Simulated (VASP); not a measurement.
```
KCl
1.0
    0.00000     3.12723     3.12723
    3.12723     0.00000     3.12723
    3.12723     3.12723     0.00000
K Cl
1 1
Direct
  0.00000   0.00000   0.00000
  0.50000   0.50000   0.50000
```

Computed with optB86b-vdW, VASP's PBE PAW potentials (set 64) (plane waves; VASP 6.6.1). Run with 520 eV cut-off, Gaussian smearing of 0.050 eV, potentials K_sv Cl.

Problem. Estimate the band gap (along the path) with the smallest direct gap where there is one.

Solution. 
```yaml
band gap (along the path): 5.18 eV
smallest direct gap (along the path): 5.18 eV
```

The compound is KCl in the rock salt structure. It was relaxed first.
